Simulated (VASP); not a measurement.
Data:

```
CELL_PARAMETERS angstrom
      0.00000     3.05569     3.05569
      3.05569     0.00000     3.05569
      3.05569     3.05569     0.00000
ATOMIC_POSITIONS crystal
  In 0.00000 0.00000 0.00000
  As 0.25000 0.25000 0.25000
```

Level of theory: PBE GGA with D4 dispersion, VASP's PBE PAW potentials (set 64) (plane waves; VASP). Run with 520 eV cut-off, Gaussian smearing of 0.050 eV, potentials In_d As.

Give the energies of bands 7 to 12 at the high-symmetry points, in eV from the Fermi level.

```csv
band,Γ,X,U,L,W
7,-0.36,-5.70,-5.57,-5.60,-5.57
8,0.00,-2.22,-3.12,-0.94,-2.82
9,0.00,-2.22,-1.86,-0.94,-2.73
10,0.00,1.60,2.12,0.89,4.08
11,3.89,2.06,4.20,4.66,4.28
12,3.89,8.99,7.18,4.66,4.91
```

It has no gap at this level: it comes out as a metal or semimetal.

The compound is InAs in the zinc blende structure. It was relaxed first.
